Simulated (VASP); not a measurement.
Here is the system:

```xyz
4
Lattice="1.9406 -3.2403 0.0000 1.9406 3.2403 0.0000 0.0000 0.0000 12.0554" Properties=species:S:1:pos:R:3 pbc="T T T"
La     0.0000     0.0000     6.0277
La     0.0000     0.0000     0.0000
La     1.9406     1.0801     3.0138
La     2.0303    -1.0801     9.0415
```

These are PBE GGA, VASP's PBE PAW potentials (set 64) (plane waves; VASP) values and carry that method's errors. Numerical set-up: 300 eV cut-off, 8×8×3 Γ-centred mesh, first-order Methfessel-Paxton smearing of 0.10 eV, potentials La.

At this cut-off the stress carries a Pulay error, which pulls relaxed volumes low.

Give the stress tensor in GPa (positive for a compressed cell).

```
-1.54   0.08   0.00
 0.08  -0.23   0.00
 0.00   0.00  -0.16
```
The pressure is its mean diagonal, -0.65 GPa.

The compound is La in the dhcp structure. The cell was not relaxed at this level. The run is one of a series of settings (ENCUT = 300 against the base run), some of them coarse on purpose.
